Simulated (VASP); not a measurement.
ZnAg: single point with LDA

ZnAg:

```
Zn Ag
1.0
     2.81182    0.00000    0.00000
     0.00000    2.81182    0.00000
     0.00000    0.00000    3.97591
Zn Ag
1 1
Direct
  0.50000 0.50000 0.50000
  0.00000 0.00000 0.00000
```

```yaml
Program: VASP 6.6.1
Task: single point
Functional: LDA
Potentials_or_basis: VASP PAW LDA potentials, release 64 (Zn, Ag)
Cutoff: 520 eV
k_mesh: 16 × 16 × 16
Occupations: gaussian, width 0.15 eV
Spin: no spin polarisation
Dipole_correction: no
Further_INCAR_settings: ALGO = Fast; EDIFF = 1e-06; NBANDS = 18
```

| Property | Result |
| --- | --- |
| Pressure | -6.9 GPa |
| Band gap on the k mesh | none (metal or under the smearing width) |

Stress tensor (GPa, compression positive):
```
-6.24  0.00  0.00
 0.00 -6.24  0.00
 0.00  0.00 -8.16
```

Levels at points of the mesh, in eV from the Fermi level:
```tsv
k point	band 8	band 9	band 10	band 11	band 12	band 13	band 14	band 15	band 16	band 17
(0.00, 0.00, 0.00)	-5.71	-4.25	-4.25	-3.84	-0.04	4.29	9.10	9.10	13.99	15.10
(0.50, 0.00, 0.00)	-5.69	-4.75	-4.29	-4.08	-1.38	6.47	6.85	7.17	8.76	14.60
(0.50, 0.50, 0.00)	-4.91	-4.38	-3.15	-0.10	-0.10	3.20	4.87	7.62	9.62	9.62
(0.00, 0.00, 0.50)	-6.41	-4.64	-4.53	-4.53	-3.86	11.98	11.98	13.02	13.22	13.65
(0.50, 0.00, 0.50)	-4.58	-4.21	-4.09	-2.29	-1.64	0.43	1.95	14.20	15.36	16.17
(0.50, 0.50, 0.50)	-5.99	-4.29	-3.15	2.49	3.71	3.71	4.24	4.24	5.16	6.81
```

Wall time 84 s on 1 thread of Intel(R) Xeon(R) Platinum 8559C (Emerald Rapids), on a shared host, peak memory 0.33 GiB.
